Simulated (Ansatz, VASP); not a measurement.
# FeSi2 (Linzhiite) in two plane-wave programs, part 2 of 2

Wanted: the spread between two codes on one cell, functional and k mesh. The cell is taken from a series of runs on this material, whose earlier steps may have relaxed, scaled, displaced or heated it; both programs get it as it stands. Other levels of theory on this material are compared in a session of their own.

VASP 6.6.1 and Ansatz 0.2.0.

So far: The starting structure; VASP: relaxation of cell and atoms, LDA.

### 3. Ansatz: relaxation of cell and atoms, LDA

Level of this step: Ansatz beside VASP: Kohn-Sham DFT, plane waves, LDA (Ansatz).

Ansatz runs on its PAW soft_1 files.

The same cell, functional (in two slightly different forms), mesh and smearing now go to Ansatz, which takes its cutoff from its data sets.

File input.yaml:

```yaml
crystal:
  lattice:
    - [2.6591337801, 0.0, 0.0]
    - [0.0, 2.6591337801, 0.0]
    - [0.0, 0.0, 5.0669114767]
  atoms:
    - { symbol: Si, position: [0.5, 0.5, 0.2713963105] }
    - { symbol: Si, position: [0.5, 0.5, 0.7286036895] }
    - { symbol: Fe, position: [0.0, 0.0, 0.0] }
kpoints:
  mp_grid: { grid: [16, 16, 8] }
hamiltonian:
  xc: lda
  pseudopotentials: { kind: paw, azcp: { folder: soft_1 }, xc_functional: pbe }
scf:
  occupations: { method: methfessel_paxton, width: 0.2 }
output:
  forces: true
  stress: true
  eigenvalues: true
relax:
  adjacent_minimum: "off"
  f_tol: 0.001
  max_steps: 60
  cell: { stress_tol: 0.01 }
```

On the command line:

```sh
$ ansatz run input.yaml --threads 4 --pin off --max-ram 10240MiB --backend cpu --events-out ev --progress --plain --runs-dir out
```

Numbers of over 12 decimals in the logs are rounded to 6 here.

Log:

```text
Engine: ansatz 0.2.0, x86_64-unknown-linux-gnu
Pseudopotentials: kind: paw
Pseudopotential: Si, paw, valence charge 4, recommended cutoff 420 eV (normal), soft_1/Si.paw.azcp
Pseudopotential: Fe, paw, valence charge 16, recommended cutoff 420 eV (normal), soft_1/Fe.paw.azcp
Functional definition: SPW92
  exchange = slater_x
  correlation = pw_c
Crystal: 3 atoms, lattice volume = 35.828 Å³
Basis set: ecut = 420 eV, 701 PW (Γ)
Bands: 16, of which v1, the nominal top of the filled ones, is band 12 counted from 1 (11 counted from 0)
Symmetry: 16 space group operations
Space group: P4/mmm (ITA 123), of the structure as read, at distance tolerance 3.3e-5 Å
k-points: 225 of 2048
Non-local potential: Si, projectors of the file, l = 0: 2, l = 1: 2, l = 2: 1
Non-local potential: Fe, projectors of the file, l = 0: 3, l = 1: 2, l = 2: 3, l = 3: 1
PAW form: soft (Blöchl's): semilocal exchange-correlation on the pseudo side does not see the compensation charge
PAW frozen core: Si, regenerated for the run's functional, and the local potential with it (the file was generated under x = pbe(κ = 0.804, μ = 0.219515), c = pbe(β = 0.066725))
PAW frozen core: Fe, regenerated for the run's functional, and the local potential with it (the file was generated under x = pbe(κ = 0.804, μ = 0.219515), c = pbe(β = 0.066725))
PAW one-centre angular grid: Si, 110 points (default); XC on 64 Gauss nodes
PAW one-centre angular grid: Fe, 590 points (default); XC on 64 Gauss nodes
Initial density: superposition of atomic densities (chi_scale 0.1, normalization cell, long waves kept (reshape's long-wave potential 0.00 eV rms))
Initial wavefunctions: pseudopotential atomic-orbital guess
Functional: x = slater, c = lda
SCF iter   1: F=—  HF=-5640.714380 eV  |F-HF|=—  |Δ(HF+E_count)|=         —  Δρ=1.28e-1  dr2=1.29e1  ethr=3.10e-3  ⟨swp⟩=5.1  Hψ=19138  notcnv=0
preconditioner: auto → none  [metal: Δε(μ)=0.028 eV  Ē_g=8.243 eV  σ=0.200 eV  W_gap=0.12  n_scr=8 (ndim 8)  ℏωp=24.8 eV  f_vac=0.000  D(μ)=1.69/eV (n_scr^D=16)  sad-step TF]
SCF iter   2: F=—  HF=-5640.407659 eV  |F-HF|=—  |Δ(HF+E_count)|=   3.07e-1  S|Δr|=    0.00e0  Δρ=1.44e-1  dr2=1.31e1  ethr=3.10e-3  ⟨swp⟩=2.0  Hψ=6180  notcnv=0
SCF iter   3: F=—  HF=-5639.064958 eV  |F-HF|=—  |Δ(HF+E_count)|=    1.34e0  S|Δr|=    0.00e0  Δρ=5.18e-2  dr2=1.02e0  ethr=3.10e-3  ⟨swp⟩=3.1  Hψ=6891  notcnv=0
SCF iter   4: F=—  HF=-5638.944107 eV  |F-HF|=—  |Δ(HF+E_count)|=   1.21e-1  S|Δr|=    0.00e0  Δρ=1.12e-2  dr2=1.04e-1  ethr=3.10e-3  ⟨swp⟩=2.6  Hψ=7155  notcnv=0
SCF iter   5: F=—  HF=-5638.908928 eV  |F-HF|=—  |Δ(HF+E_count)|=   3.52e-2  S|Δr|=    0.00e0  Δρ=3.28e-3  dr2=2.30e-3  ethr=4.35e-4  ⟨swp⟩=2.0  Hψ=5976  notcnv=0
SCF iter   6: F=—  HF=-5638.908731 eV  |F-HF|=—  |Δ(HF+E_count)|=   1.97e-4  S|Δr|=    0.00e0  Δρ=4.62e-4  dr2=1.95e-5  ethr=9.58e-6  ⟨swp⟩=2.1  Hψ=5184  notcnv=0
SCF iter   7: F=—  HF=-5638.908726 eV  |F-HF|=—  |Δ(HF+E_count)|=   4.81e-6  S|Δr|=    0.00e0  Δρ=9.86e-5  dr2=1.66e-6  ethr=8.11e-8  ⟨swp⟩=2.0  Hψ=6279  notcnv=0
SCF iter   8: F=-5638.908726 eV  HF=-5638.908726 eV  |F-HF|=1.26e-8  |Δ(HF+E_count)|=   3.31e-7  S|Δr|=    0.00e0  Δρ=1.50e-5  dr2=3.22e-8  ethr=4.17e-10  ⟨swp⟩=4.0  Hψ=17106  notcnv=0
the search or the solves at the SCF's close seem to have found levels that the self-consistency loop had missed (the run counts 4). By its estimate they hold under 1e-12 electrons; where the run keeps them, the occupations were computed again with them
SCF 1 converged in 8 iterations: F = -5638.908726 eV  dr2 = 3.22e-8
  greatest PAW one-centre occupation: 1.001 electrons in one spin orbital (limit 2), on the Fe atom at site 2 (counted from 0), in its partial waves of l = 1
relax step   1: F+E_penalty+E_count = -5638.90872593 eV  Δ(F+E_penalty+E_count) = +0.000e0 eV  max|allowed force component| = 3.471e-3 eV/Å  Δτ_max = 0.0000 Å  P = -0.031 GPa  Ω = 35.828 Å³  (8 SCF iters, dr2 threshold 1.00e-7 eV, accepted)
[...]
relax step   2: F+E_penalty+E_count = -5638.90872951 eV  Δ(F+E_penalty+E_count) = -3.583e-6 eV  max|allowed force component| = 4.841e-5 eV/Å  Δτ_max = 0.0002 Å  P = -0.010 GPa  Ω = 35.823 Å³  energy of the carried Pulay correction = +1.782e-6 eV  (3 SCF iters, dr2 threshold 5.20e-9 eV, accepted)
[...]
relax step   3: F+E_penalty+E_count = -5638.90873008 eV  Δ(F+E_penalty+E_count) = -5.686e-7 eV  max|allowed force component| = 1.771e-4 eV/Å  Δτ_max = 0.0000 Å  P = -0.002 GPa  Ω = 35.821 Å³  energy of the carried Pulay correction = +2.290e-6 eV  (4 SCF iters, dr2 threshold 3.00e-10 eV, accepted)
[...]
relax step   4: F+E_penalty+E_count = -5638.90872817 eV  Δ(F+E_penalty+E_count) = +1.910e-6 eV  max|allowed force component| = 1.776e-4 eV/Å  Δτ_max = 0.0000 Å  P = -0.002 GPa  Ω = 35.821 Å³  stress off target by 2.63e-3 GPa  SCF on the basis re-selected at this cell (its energy is not comparable with the rows above)  (5 SCF iters)
basis re-selected at this cell: Δ(F+E_penalty+E_count) = +1.910e-6 eV, ΔP = -0.000 GPa vs the last step (what re-selecting the basis moved, of the pressure what is left beyond the Pulay correction that the steps carried, after the strain that the cell walked since its last selection, with what the two solves' SCF thresholds leave and, on support functions, any second-order correction that the steps lacked; it is no m [...]
SCF converged after 5 iterations
Stability not checked: this state was not tested for a lower state beside it, because cold or Methfessel-Paxton smearing, or corrected tetrahedra, fill the levels in a way that the test cannot read (fill_not_monotonic; see scf.lower_state_search)
Free energy (F): -5638.908728 eV
Harris-Foulkes:  -5638.908728 eV  (|F-HF|=4.55e-12)
Internal energy: -5638.909907 eV  (E = F + TS)
E sigma→0 (E₀):  -5638.909023 eV
Entropy (-TS):   0.001179 eV (0.393 meV/atom)
Fermi energy:    14.559640 eV
--- Per-component energies (eV) ---
  E_band       = -216.488472
  E_kinetic    = 429.354398
  E_local      = -3541.099510  (includes V_loc(G=0)·N_el)
  E_nonlocal   = 339.465533
  E_hartree    = 1567.194607
  E_xc         = -228.664220
  E_vxc        = -246.862043  (∫ρ·V_xc dr)
  E_paw        = -2292.255614  (= ΣΔE_a)
  E_vpaw       = -331.735289  (= ΣTr[D̂ρ^β])
  E_aug_tail   = -0.000717  (compensation charges beyond the density's cutoff)
  E_ewald      = -1913.474581
  E_core_change = 0.570198  (= ΣΔE_core)
  E_smearing   = 0.001179  (= −TS)
  E_closure    = 0.000000  (closes the sum)
  Σ components = -5638.908728   (vs F -5638.908728, Δ=0.00e0)
--- Forces (eV/Å), atoms counted from 1 ---
  atom   1  Si     0.00000000     0.00000000    -0.00017757
  atom   2  Si     0.00000000     0.00000000     0.00017757
  atom   3  Fe     0.00000000    -0.00000000     0.00000000
  max |Σ_I F_I| component: 1.58e-30 eV/Å
--- Stress (GPa, compression-positive) ---
       -0.002633       0.000000       0.000000
        0.000000      -0.002633       0.000000
        0.000000       0.000000      -0.000442
  P = ⅓ Tr σ = -0.0019 GPa (-0.019 kbar)
--- Band table (eV; the first three rows and the last of 225) ---
  k-point 0: bands = [... 8 lower, 12.8280, 12.9855, 12.9855, 13.9245, 19.2004, 19.2004, 21.2127, 21.7925]
  k-point 1: bands = [... 8 lower, 12.7936, 12.9785, 12.9785, 13.9245, 19.3029, 19.3029, 20.2027, 21.5924]
  k-point 2: bands = [... 8 lower, 12.6693, 12.9619, 12.9619, 13.9247, 18.7550, 19.5992, 19.5992, 21.2697]
  k-point 224: bands = [... 8 lower, 11.2428, 11.2428, 12.6845, 14.7249, 14.9502, 14.9502, 15.7111, 17.6118]
--- Relaxed structure (3 steps of the walk, 3 accepted, 1 SCFs on fresh bases) ---
  F+E_penalty+E_count = -5638.90872817 eV   max|allowed force component| = 1.776e-4 eV/Å   (the final SCF, on the basis selected at the relaxed cell)
  cell:  # Å, volume = 35.8212 Å³
    - [2.658803, 0, 0.0]
    - [0, 2.658803, 0.0]
    - [0.0, 0.0, 5.067194]
  atoms:
    - { symbol: Si, position: [0.500000, 0.500000, 0.271430] }
    - { symbol: Si, position: [0.500000, 0.500000, 0.728570] }
    - { symbol: Fe, position: [0, 0.0, 0.0] }
```

### 4. Differences

Known differences besides the potentials themselves: the two LDA forms differ slightly; the data sets hold 24 valence electrons in Ansatz (on its PAW soft_1 files) and 16 in VASP; the cutoff is 420 eV in Ansatz and 600 eV in VASP; VASP's log shows a relativistic correction to its local exchange, Ansatz's none; Ansatz adds a Pulay correction to the stress that steers its cell, VASP none. Total energies have different zeros and are not compared.

Both answers:

```
                                         quantity  Ansatz   VASP  difference
                                      volume (Å³)   35.82  35.91     -0.24 %
edge a after relaxation, in the typed setting (Å)   2.659  2.661     -0.09 %
edge c after relaxation, in the typed setting (Å)   5.067  5.071     -0.07 %
```

### 5. Results

```json
{"difference in volume (relaxation of cell and atoms, LDA)": "-0.24 %"}
```

The difference in volume is -0.24 % (relaxation of cell and atoms, LDA), within the 1.2 % picked in this series as the mark of a large difference, as far as the stopping tolerances let one tell. The data sets hold unlike numbers of valence electrons (24 in Ansatz and 16 in VASP), so part of the differences comes from the potentials. 14 further runs of this series are not shown here. Such differences can come from data sets, numerical settings and the points named under the comparisons, not from the functional's error against experiment.

[Lines on the potential files, build, host, timing and source positions are cut from VASP's logs without a mark.]

[Logs are printed without paths, hosts, clocks, repeated set-up lines and the standing remarks that a program may print on its own settings, such as how far it seeks lower states.]

[Hosts, paths, dates, database ids (printed as entryN), source tags and the programs' standing remarks are cut or masked in the printed files.]
